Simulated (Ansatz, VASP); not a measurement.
# Cross-check of GaCuSe2 between VASP and Ansatz, part 2 of 2

Aim: how closely do two programs agree when they are given the same cell, functional and k mesh? The cell is taken from a series of runs on this material, whose earlier steps may have relaxed, scaled, displaced or heated it; both programs get it as it stands. Other levels of theory on this material are compared in a session of their own.

VASP 6.6.1 and Ansatz 0.2.0.

So far: Set-up; Ansatz: relaxation of cell and atoms, PBEsol.

**3. VASP: relaxation of cell and atoms, PBEsol**

Level of this step: PBEsol, no spin polarisation; plane waves and PAW (Cu, Ga_d, Se) (VASP).

The same cell, functional, mesh and smearing now go to VASP, with its own data sets.

Lines of VASP's logs that name or quote its potential files are left out, and so is its time.

INCAR reads:

```
SYSTEM = GaCuSe2
PREC = Accurate
ENCUT = 600
EDIFF = 1E-07
NELM = 120
ISMEAR = 0
SIGMA = 0.01
LREAL = .FALSE.
ALGO = Normal
GGA = PS
NBANDS = 44
LASPH = .TRUE.
LORBIT = 11
LWAVE = .FALSE.
LCHARG = .FALSE.
ISIF = 3
IBRION = 2
NSW = 80
EDIFFG = -0.005
GGA_COMPAT = .FALSE.
NELMIN = 4
EFERMI = MIDGAP
KPAR = 2
```

POSCAR reads:

```
GaCuSe2
1.0
   -2.7850780000      2.7850780000      5.5374950000
    2.7850780000     -2.7850780000      5.5374950000
    2.7850780000      2.7850780000     -5.5374950000
Cu Ga Se
2 2 4
Direct
    0.0000000000      0.0000000000      0.0000000000
    0.7500000451      0.2500000451      0.5000000000
    0.5000000000      0.5000000000      0.0000000000
    0.2500000451      0.7500000451      0.5000000000
    0.3750000226      0.3668022270      0.4918022045
    0.6331979525      0.1249999774      0.0081979751
    0.8750000226      0.8831978181      0.5081977955
    0.1168021819      0.6249999774      0.9918022045
```

KPOINTS reads:

```
Automatic mesh
0
Gamma
8 8 8
0 0 0
```

PAW data sets: Cu, Ga_d and Se (PBE family, release 64).

Started as:

```bash
mpirun -np 2 vasp_std
```

Numbers of over 12 decimals in the logs are rounded to 6 here.

The log of the run:

```text
[banner, memory and clock lines left out]
running    2 mpi-ranks, on    1 nodes
 distrk:  each k-point on    1 cores,    2 groups
 distr:  one band on    1 cores,    1 groups

 POSCAR found type information on POSCAR CuGaSe
 POSCAR found :  3 types and       8 ions
|                                                                             |
|               ----> ADVICE to this user running VASP <----                  |
|                                                                             |
|     You enforced a specific xc type in the INCAR file but a different       |
|     [... a line on the potential file left out ...]
|     I HOPE YOU KNOW WHAT YOU ARE DOING!                                     |
|                                                                             |

 LDA part: xc-table for (Slater+PW92), standard interpolation
 POSCAR, INCAR and KPOINTS ok, starting setup
 FFT: planning ... GRIDC
 FFT: planning ... GRID_SOFT
 FFT: planning ... GRID
 WAVECAR not read
 entering main loop
       N       E                     dE             d eps       ncg     rms          rms(c)
DAV:   1     0.747660131250E+03    0.74766E+03   -0.34306E+04  5304   0.241E+03
DAV:   2     0.107171494903E+03   -0.64049E+03   -0.62133E+03  5232   0.610E+02
DAV:   3    -0.248932827876E+02   -0.13206E+03   -0.12800E+03  6244   0.227E+02
DAV:   4    -0.360226644478E+02   -0.11129E+02   -0.10962E+02  7276   0.639E+01
DAV:   5    -0.363984575715E+02   -0.37579E+00   -0.37434E+00  7440   0.127E+01    0.133E+01
DAV:   6    -0.368330712878E+02   -0.43461E+00   -0.43720E+01  7092   0.105E+02    0.101E+01
DAV:   7    -0.343194617080E+02    0.25136E+01   -0.98906E+00  6668   0.754E+01    0.382E+00
DAV:   8    -0.345378661992E+02   -0.21840E+00   -0.48153E+00  8188   0.281E+01    0.327E+00
DAV:   9    -0.344051720040E+02    0.13269E+00   -0.11649E+00  7496   0.185E+01    0.482E-01
DAV:  10    -0.344080790183E+02   -0.29070E-02   -0.65800E-02  7964   0.430E+00    0.291E-01
DAV:  11    -0.344079753607E+02    0.10366E-03   -0.16379E-02  7548   0.225E+00    0.113E-01
DAV:  12    -0.344079300530E+02    0.45308E-04   -0.24743E-03  7644   0.860E-01    0.160E-02
DAV:  13    -0.344079492688E+02   -0.19216E-04   -0.22676E-04  7700   0.181E-01    0.168E-02
DAV:  14    -0.344079476091E+02    0.16597E-05   -0.49911E-05  7556   0.140E-01    0.486E-03
DAV:  15    -0.344079475500E+02    0.59102E-07   -0.59832E-06  8076   0.357E-02    0.222E-03
DAV:  16    -0.344079475894E+02   -0.39376E-07   -0.73567E-07  6276   0.123E-02
   1 F= -.34407948E+02 E0= -.34407948E+02  d E =-.344079E+02
[...]
2 F= -.34408248E+02 E0= -.34408248E+02  d E =-.300040E-03
[...]
3 F= -.34408273E+02 E0= -.34408273E+02  d E =-.325612E-03
[...]
4 F= -.34408321E+02 E0= -.34408321E+02  d E =-.479025E-04
 trial-energy change:   -0.000048  1 .order   -0.000049   -0.000065   -0.000032
 step:   2.3636(harm=  1.8604)  dis= 0.00223  next Energy=   -34.408342 (dE=-0.690E-04)
 bond charge predicted
       N       E                     dE             d eps       ncg     rms          rms(c)
DAV:   1    -0.344082976067E+02    0.23498E-04   -0.58893E-03  5864   0.419E-01    0.378E-02
DAV:   2    -0.344083366138E+02   -0.39007E-04   -0.59889E-04  7736   0.227E-01    0.148E-02
DAV:   3    -0.344083351367E+02    0.14771E-05   -0.51302E-05  7036   0.121E-01    0.102E-02
DAV:   4    -0.344083339611E+02    0.11755E-05   -0.44819E-06  7112   0.358E-02    0.642E-03
DAV:   5    -0.344083334679E+02    0.49324E-06   -0.17187E-06  8024   0.116E-02    0.174E-03
DAV:   6    -0.344083334635E+02    0.44265E-08   -0.38604E-07  4384   0.798E-03
   5 F= -.34408333E+02 E0= -.34408333E+02  d E =-.602624E-04
 curvature:  -0.70 expect dE=-0.405E-05 dE for cont linesearch -0.251E-05
 trial: gam= 0.00000 g(F)=  0.343E-05 g(S)=  0.236E-05 ort =-0.164E-04 (trialstep = 0.123E+01)
 search vector abs. value=  0.579E-05
 reached required accuracy - stopping structural energy minimisation
```

OUTCAR, selected parts (step 3):

```text
ion  position               nearest neighbor table
   1  0.000  0.000  0.000-   6 2.38   5 2.38   7 2.38   8 2.38
   2  0.750  0.250  0.500-   6 2.38   8 2.38   7 2.38   5 2.38
   3  0.500  0.500  0.000-   5 2.43   8 2.43   7 2.43   6 2.43
   4  0.250  0.750  0.500-   8 2.43   7 2.43   5 2.43   6 2.43
   5  0.375  0.367  0.492-   2 2.38   1 2.38   3 2.43   4 2.43
   6  0.633  0.125  0.008-   2 2.38   1 2.38   4 2.43   3 2.43
   7  0.875  0.883  0.508-   2 2.38   1 2.38   4 2.43   3 2.43
   8  0.117  0.625  0.992-   2 2.38   1 2.38   4 2.43   3 2.43

  LATTYP: Found a body centered tetragonal cell.
 ALAT       =     5.5701560000
 C/A-ratio  =     1.9882728599

 Subroutine GETGRP returns: Found  8 space group operations
 (whereof  4 operations were pure point group operations)

The static configuration has the point symmetry S_4 .
 The point group associated with its full space group is D_2d.

 Found     59 irreducible k-points:

   k-points           NKPTS =     59   k-points in BZ     NKDIM =     59   number of bands    NBANDS=     44

   dimension x,y,z NGX =    54 NGY =   54 NGZ =   54
   dimension x,y,z NGXF=   108 NGYF=  108 NGZF=  108

   ENCUT  =  600.0 eV  44.10 Ry    6.64 a.u.  13.57 13.57 13.57*2*pi/ulx,y,z

   NELECT =      72.0000    total number of electrons

 k-points in reciprocal lattice and weights: Automatic mesh
   0.00000000  0.00000000  0.00000000       0.002
   0.12500000  0.00000000 -0.00000000       0.016
   0.25000000  0.00000000 -0.00000000       0.016
   0.37500000  0.00000000 -0.00000000       0.016
   0.50000000  0.00000000 -0.00000000       0.008
   0.12500000  0.12500000 -0.00000000       0.016
   0.25000000  0.12500000 -0.00000000       0.031
   0.37500000  0.12500000 -0.00000000       0.031
   0.50000000  0.12500000 -0.00000000       0.031
[...]
-0.37500000 -0.37500000  0.37500000       0.004
   0.50000000  0.50000000  0.50000000       0.002

 average (electrostatic) potential at core
       1 -66.3433       2 -66.3434       3 -66.6428       4 -66.6429       5 -54.5523
       6 -54.5523       7 -54.5523       8 -54.5523

 E-fermi :   4.0888

 k-point     1 :       0.0000    0.0000    0.0000
  band No.  band energies     occupation
    ...
     32       2.2079      2.00000
     33       2.3060      2.00000
     34       3.9283      2.00000
     35       3.9283      2.00000
     36       4.0192      2.00000
     37       4.1584      0.00000
     38       5.8043      0.00000
     39       6.1239      0.00000
     40       7.9120      0.00000
     41       7.9120      0.00000
    ...

 k-point     2 :       0.1250    0.0000   -0.0000
  band No.  band energies     occupation
    ...
     32       2.3171      2.00000
     33       2.3465      2.00000
     34       3.2767      2.00000
     35       3.7728      2.00000
     36       3.9323      2.00000
     37       4.9016      0.00000
     38       6.0535      0.00000
     39       6.2881      0.00000
     40       7.6262      0.00000
     41       7.7433      0.00000
    ...

 k-point     3 :       0.2500    0.0000   -0.0000
  band No.  band energies     occupation
    ...
     32       2.3835      2.00000
     33       2.4222      2.00000
     34       2.8662      2.00000
     35       3.3918      2.00000
     36       3.7540      2.00000
     37       5.5786      0.00000
     38       6.4221      0.00000
     39       6.7708      0.00000
     40       7.2392      0.00000
     41       7.4470      0.00000
    ...

  Total        0.0136638      0.0136638     -0.0041612      0.0000000      0.0000000      0.0000000
  in kB        0.1270924      0.1270924     -0.0387053      0.0000000      0.0000000      0.0000000
  external PRESSURE =       0.0718265 kB  Pullay stress =       0.0000000 kB

  energy-cutoff  :      600.00
  volume of cell :      172.25
      direct lattice vectors                 reciprocal lattice vectors
    -2.787527142  2.787527142  5.541960968     0.000000000  0.179370451  0.090220773
     2.787527142 -2.787527142  5.541960968     0.179370451  0.000000000  0.090220773
     2.787527142  2.787527142 -5.541960968     0.179370451  0.179370451  0.000000000

 POSITION                                       TOTAL-FORCE (eV/Angst)
 -----------------------------------------------------------------------------------
      0.00000      0.00000      0.00000         0.000000      0.000000      0.000000
      0.00000      2.78753      2.77098         0.000000      0.000000      0.000000
      0.00000      0.00000      5.54196         0.000000      0.000000      0.000000
      2.78753      0.00000      2.77098         0.000000      0.000000      0.000000
      1.35116      1.39376      1.38549        -0.004216      0.000000     -0.000000
     -1.39376      1.43636      4.15647         0.000000      0.004216      0.000000
      1.43636      1.39376      6.92745         0.004216      0.000000      0.000000
      4.18129      1.35116     -1.38549         0.000000     -0.004216     -0.000000
 -----------------------------------------------------------------------------------
    total drift:                               -0.000001     -0.000302     -0.000288

  FREE ENERGIE OF THE ION-ELECTRON SYSTEM (eV)
  ---------------------------------------------------
  free  energy   TOTEN  =       -34.4083334635 eV

  energy  without entropy=      -34.4083334635  energy(sigma->0) =      -34.40833346

 reached required accuracy - stopping structural energy minimisation

 total charge
# of ion       s       p       d       tot
------------------------------------------
    1        0.385   0.369   9.265  10.019
    2        0.385   0.369   9.265  10.019
    3        0.877   0.724  10.021  11.623
    4        0.877   0.724  10.021  11.623
    5        1.446   2.377   0.052   3.876
    6        1.446   2.377   0.052   3.876
    7        1.446   2.377   0.052   3.876
    8        1.446   2.377   0.052   3.876
--------------------------------------------------
tot          8.311  11.695  38.780  58.786

[... 3 further parts left out ...]
```

CONTCAR:

```
GaCuSe2
   1.00000000000000
    -2.7875271419042984    2.7875271419042984    5.5419609678757373
     2.7875271419042984   -2.7875271419042984    5.5419609678757373
     2.7875271419042984    2.7875271419042984   -5.5419609678757373
  Cu              Ga              Se
     2     2     4
Direct
     0.0000000000000000    0.0000000000000000    0.0000000000000000
     0.7500000451000020    0.2500000451000020    0.5000000000000000
     0.5000000000000000    0.5000000000000000    0.0000000000000000
     0.2500000451000020    0.7500000451000020    0.5000000000000000
     0.3750000225999983    0.3673590548122656    0.4923590323122620
     0.6326411246877331    0.1249999774000017    0.0076411472877387
     0.8750000225999983    0.8826409902877362    0.5076409676877379
     0.1173590097122637    0.6249999774000017    0.9923590323122621
```

The run keeps the 8 symmetry operations of its start, so it cannot find a distortion of lower symmetry.

**4. Comparison**

Known differences besides the potentials themselves: the data sets hold 128 valence electrons in Ansatz (on its PAW soft_1 files) and 72 in VASP; the cutoff is 420 eV in Ansatz and 600 eV in VASP; Ansatz makes its cores anew for this functional, VASP keeps those of its PBE data sets; Ansatz adds a Pulay correction to the stress that steers its cell, VASP none. Total energies have different zeros and are not compared.

Both answers:

```
                                         quantity  Ansatz    VASP  difference
                                      volume (Å³)  171.81  172.25     -0.26 %
edge a after relaxation, in the typed setting (Å)   6.795   6.801     -0.08 %
```

**5. What came out**

```json
{
 "difference in volume (relaxation of cell and atoms, PBEsol)": "-0.26 %"
}
```

What this shows: The difference in volume is -0.26 % (relaxation of cell and atoms, PBEsol), within the 1.2 % picked in this series as the mark of a large difference, as far as the stopping tolerances let one tell. The data sets hold unlike numbers of valence electrons (128 in Ansatz and 72 in VASP), so part of the differences comes from the potentials. 6 further runs of this series are not shown here. Such differences can come from data sets, numerical settings and the points named under the comparisons, not from the functional's error against experiment.

[Lines on the potential files, build, host, timing and source positions are cut from VASP's logs without a mark.]

[Logs are printed without paths, hosts, clocks, repeated set-up lines and the standing remarks that a program may print on its own settings, such as how far it seeks lower states.]

[Hosts, paths, dates, database ids (printed as entryN), source tags and the programs' standing remarks are cut or masked in the printed files.]
